Q: I want the band gap of cubic boron nitride to judge a film. Will a standard density functional do?

A: Not for the gap itself. Semilocal functionals, which build exchange from the density and related quantities at each point, fall about 1.5 to 2 eV short of a measured gap that I recall as roughly 6.4 eV. Replacing a quarter of that exchange by exact exchange, as PBE0 does at all distances, brings back about 2 eV. Hartree–Fock (HF), with full exact exchange and no correlation, overshoots to about twice the measured gap.

Band gaps of cubic boron nitride (2-atom primitive cell, edge 2.564 Å, atoms fixed) computed with VASP using semilocal and hybrid functionals and Hartree–Fock, without spin polarisation or spin–orbit coupling. The basis column gives the plane-wave cutoff; the smearing width is 0.05 eV, and gaps are read along a band path, not on the k mesh.

```
     method      rung                            potentials   basis                k mesh  gap (eV)
        LDA       LDA  VASP PAW LDA potentials, recommended  520 eV  13x13x13 2-atom cell     4.333
       AM05       GGA  VASP PAW PBE potentials, recommended  520 eV  13x13x13 2-atom cell     4.283
       BLYP       GGA  VASP PAW PBE potentials, recommended  520 eV  13x13x13 2-atom cell     4.867
        PBE       GGA         VASP PAW PBE potentials, soft  400 eV  13x13x13 2-atom cell     4.465
       RPBE       GGA  VASP PAW PBE potentials, recommended  520 eV  13x13x13 2-atom cell     4.480
     revPBE       GGA  VASP PAW PBE potentials, recommended  520 eV  13x13x13 2-atom cell     4.467
        MS2  meta-GGA  VASP PAW PBE potentials, recommended  520 eV  13x13x13 2-atom cell     4.923
    revTPSS  meta-GGA  VASP PAW PBE potentials, recommended  520 eV  13x13x13 2-atom cell     4.306
         HF    hybrid  VASP PAW PBE potentials, recommended  520 eV     7x7x7 2-atom cell    13.693
      HSE06    hybrid  VASP PAW PBE potentials, recommended  520 eV     7x7x7 2-atom cell     5.784
       PBE0    hybrid  VASP PAW PBE potentials, recommended  520 eV     7x7x7 2-atom cell     6.529
r2SCAN-EpsX    hybrid  VASP PAW PBE potentials, recommended  520 eV     7x7x7 2-atom cell     6.592
```

Q: Could I just pick a better semilocal functional? BLYP and MS2 look promising.

A: They gain a few tenths of an eV and remain far too low. The gap runs from the valence top at Γ, the centre of the Brillouin zone, to the conduction bottom at X, the centre of a face of that zone. BLYP lies 0.40 eV above revPBE for this gap, but only 0.07 eV above it for the direct gap at Γ. So BLYP mainly raises the conduction states near X, while MS2 widens both gaps; neither cures the common fault. That fault is well understood: an LDA or GGA potential, such as BLYP's, acts alike on filled and empty states, so it lacks the jump that an added electron should feel. A meta-GGA such as MS2 also responds to how fast the orbitals vary in space, which can supply part of that jump, but usually only a small part. The rung alone promises nothing: revTPSS, the other meta-GGA here, lies 0.16 eV below revPBE for this gap.

Q: What does exact exchange do differently?

A: It tells filled states from empty ones. An electron in a filled state is lowered by exchange with the filled shell that it belongs to, including the removal of its interaction with itself. An electron in an empty state gets much less of this, so the gap opens.

Q: HSE06 and PBE0 both use a quarter of exact exchange. Why do they differ by 0.745 eV?

A: Because range counts as well as amount. HSE06 keeps exact exchange only at short distance, while PBE0 keeps it at all distances. The part that HSE06 leaves semilocal acts through the interaction

e² erf(ωr)/r ≈ 2ωe²/√π for r well below 1/ω,

where r is the distance between electrons and ω = 0.2 Å⁻¹ sets the range. Exchange acts mainly within a region around each electron that is small against 1/ω = 5 Å, so within that region this interaction is nearly a constant.

Exact exchange with a constant interaction lowers a filled state by the whole constant. It leaves an empty state alone, because that state is orthogonal to the filled ones. The semilocal version lowers both by about half the constant. Going from HSE06 to PBE0 therefore pushes the valence top down and the conduction bottom up by the same amount, with a = 0.25 the exact fraction:

shift = aωe²/√π = 0.25 × 0.2 Å⁻¹ × 14.4 eV Å / 1.77 ≈ 0.41 eV.

Q: Do the calculated bands behave like that?

A: Yes. In the band edges printed by the two runs, the valence top falls by 0.37 eV and the conduction bottom rises by 0.37 eV; such levels can be compared only because the runs share cell and potentials, which set the zero of energy. The estimate, which uses no gap from the table, makes the total step 9% too large. An error of this sign is expected, since the true interaction weakens with distance instead of staying constant.

Q: Which range is right for this crystal?

A: In a real solid the other electrons screen exchange at long distance, leaving about 1/ε of it, where ε is the electronic dielectric constant. With the ε of about 4.6 used for r2SCAN-EpsX, that is 0.22, close to PBE0's quarter and far from the zero of HSE06. This argues for PBE0 here; a more polarisable crystal would need less long-range exchange. Hartree–Fock leaves exchange unscreened, which is the main reason why its gap is far too large.

Q: Then why does r2SCAN-EpsX, with its smaller fraction of 0.22, give a slightly larger gap than PBE0?

A: The fraction is not the only ingredient. Interpolating between PBE and PBE0 to that fraction gives 6.25 eV, and r2SCAN-EpsX lies 0.34 eV higher. Its different semilocal part is the likely reason, though untested here. The PBE run also used softer potentials and a lower cutoff than the hybrids, but PBE has only a small weight in that interpolation. I would not rank it against PBE0 by experiment: atomic zero-point motion lowers the measured gap, probably by a few tenths of an eV, and these calculations hold the atoms still.

Q: What does the better answer cost me?

A: A hybrid usually costs many times as much as a semilocal run on the same mesh, because exact exchange couples pairs of k points, the sampled electron wavevectors. Going from a 7×7×7 to a 13×13×13 mesh multiplies the pairs by (13/7)⁶ ≈ 41, before symmetry helps; semilocal work grows only about sixfold. The coarse mesh has a trap, however. An odd mesh misses X, and the gap read on it is about 0.27 eV too large for the three hybrids other than HF, against about 0.07 eV for the semilocal functionals on the finer mesh. Read the gap along a band path through X, as in the table, or use an even mesh centred on Γ. Neither removes the error of summing exact exchange on a coarse mesh, which the hybrid gaps in the table still hold and which no finer run here measures.

Q: So what should I run?

A: For the order of the bands and the place of their edges, a semilocal functional is enough, though not for their widths: the valence bands at Γ span about 20 eV in PBE against 22 eV in HSE06. If an error of half to one eV is tolerable, HSE06 serves; for a few tenths, take PBE0 or r2SCAN-EpsX. Don't claim a tenth from any of them: lowering the exact fraction of PBE0 from 0.25 to 0.22 would alone take about a quarter of an eV off the gap. That accuracy needs a converged mesh, a checked cell, the zero-point shift and a comparison with a method that computes the screening, such as the many-body GW method.
